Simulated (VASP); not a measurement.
Here is the system:

```
AuCu
1.0
    2.77835     0.00000     0.00000
    0.00000     2.77835     0.00000
    0.00000     0.00000     3.63907
Cu Au
1 1
Cartesian
  0.00000   0.00000   0.00000
  1.38917   1.38917   1.81954
```

Calculation: MS2 meta-GGA, VASP's PBE PAW potentials (set 64) (plane waves; VASP). Numerical set-up: 520 eV cut-off, 15×15×11 Γ-centred mesh, tetrahedra with Blöchl corrections, potentials Cu Au.

Unless said otherwise, spin-orbit coupling is left out, though it shifts the bands of the heavy elements here.

Q: What does the run give for the energy per atom (σ→0), band gap (over mesh and band path) with the smallest direct gap where there is one?

A: 
```
Item                                                                  Result
----------------------------------  ----------------------------------------
band gap (over mesh and band path)  none (metal, semimetal or under 0.01 eV)
energy per atom (σ→0)                                          4.854 eV/atom
```

The absolute energy has meaning only against runs of the same code, potentials and settings.

The compound is CuAu in the L1_0 structure. It was relaxed first.
